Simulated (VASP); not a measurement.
A VASP calculation is set up with these files.

**INCAR**
```
SYSTEM = Si
PREC = Accurate
ENCUT = 400
EDIFF = 1E-6
NELM = 4
ALGO = Normal
LREAL = .FALSE.
LASPH = .TRUE.
ISMEAR = 0
SIGMA = 0.05
GGA = PE
LWAVE = .FALSE.
LCHARG = .FALSE.
ISIF = 2
```

File POSCAR:
```
Si
1
    0.0000000000     2.7698100000     2.7698100000
    2.7698100000     0.0000000000     2.7698100000
    2.7698100000     2.7698100000     0.0000000000
Si
2
Direct
  0.0000000000   0.0000000000   0.0000000000
  0.2500000000   0.2500000000   0.2500000000
```

**KPOINTS**
```
Automatic mesh
0
Gamma
6 6 6
0 0 0
```

POTCAR, in this order: Si (PBE.64 set). Program: vasp_std.

The run wrote:

File standard output:
```
 POSCAR found type information on POSCAR Si
 POSCAR found :  1 types and       2 ions
 Reading from existing POTCAR
 Reading from existing POTCAR
 LDA part: xc-table for (Slater+PW92), standard interpolation
 POSCAR, INCAR and KPOINTS ok, starting setup
 WAVECAR not read
 entering main loop
       N       E                     dE             d eps       ncg     rms          rms(c)
DAV:   1     0.396119944281E+01    0.39612E+01   -0.27016E+03   256   0.613E+02
DAV:   2    -0.107523175245E+02   -0.14714E+02   -0.14513E+02   392   0.735E+01
DAV:   3    -0.109599414956E+02   -0.20762E+00   -0.20762E+00   328   0.107E+01
DAV:   4    -0.109611079340E+02   -0.11664E-02   -0.11664E-02   440   0.757E-01

 -----------------------------------------------------------------------------
|                                                                             |
|           W    W    AA    RRRRR   N    N  II  N    N   GGGG   !!!           |
|           W    W   A  A   R    R  NN   N  II  NN   N  G    G  !!!           |
|           W    W  A    A  R    R  N N  N  II  N N  N  G       !!!           |
|           W WW W  AAAAAA  RRRRR   N  N N  II  N  N N  G  GGG   !            |
|           WW  WW  A    A  R   R   N   NN  II  N   NN  G    G                |
|           W    W  A    A  R    R  N    N  II  N    N   GGGG   !!!           |
|                                                                             |
|     The electronic self-consistency was not achieved in the given           |
|     number of steps (NELM). The forces and other quantities evaluated       |
|     might not be reliable so examine the results carefully. If you find     |
|     spurious results, we suggest increasing NELM, if you were close to      |
|     convergence or switching to a different ALGO or adjusting the           |
|     density mixing parameters otherwise.                                    |
|                                                                             |
 -----------------------------------------------------------------------------

   1 F= -.10961108E+02 E0= -.10961108E+02  d E =-.437336E-13
```

**OUTCAR**
```
------------------------ aborting loop EDIFF was not reached (unconverged)  ----------------------------
  FORCE on cell =-STRESS in cart. coord.  units (eV):
  Direction    XX          YY          ZZ          XY          YZ          ZX
  --------------------------------------------------------------------------------------
  Total        1.2270716      1.2270716      1.2270716     -0.0000000     -0.0000000      0.0000000
  in kB       46.2594581     46.2594581     46.2594581     -0.0000000     -0.0000000      0.0000000
  external PRESSURE =      46.2594581 kB  Pullay stress =       0.0000000 kB
  volume of cell :       42.50
      direct lattice vectors                 reciprocal lattice vectors
     0.000000000  2.769810000  2.769810000    -0.180517797  0.180517797  0.180517797
     2.769810000  0.000000000  2.769810000     0.180517797 -0.180517797  0.180517797
     2.769810000  2.769810000  0.000000000     0.180517797  0.180517797 -0.180517797
 POSITION                                       TOTAL-FORCE (eV/Angst)
 -----------------------------------------------------------------------------------
      0.00000      0.00000      0.00000        -0.000000     -0.000000     -0.000000
      1.38491      1.38491      1.38491         0.000000      0.000000      0.000000
 -----------------------------------------------------------------------------------
    total drift:                                0.000000      0.000000     -0.000000
  FREE ENERGIE OF THE ION-ELECTRON SYSTEM (eV)
  ---------------------------------------------------
  free  energy   TOTEN  =       -10.9611079340 eV

  energy  without entropy=      -10.9611079340  energy(sigma->0) =      -10.96110793
```
(Selected blocks of OUTCAR.)

Q: From input and log, find the fault in this run and mend it.

A: The cause: NELM is too small, so the electronic loop ends before EDIFF is met. Convergence was not reached. Against the sound run, the energy per atom (σ→0) drops by 0.075 eV/atom; the pressure increases by 7.75 GPa; the band gap rises by 0.26 eV. To mend it, set NELM = 100.

The mended run (PBE GGA, plane waves, VASP's PBE PAW potentials (set 64)) converges, and its OSZICAR ends with
```
   1 F= -.10810256E+02 E0= -.10810256E+02  d E =-.101948E-15
```

The compound is Si in the diamond structure. The cell was not relaxed at this level.
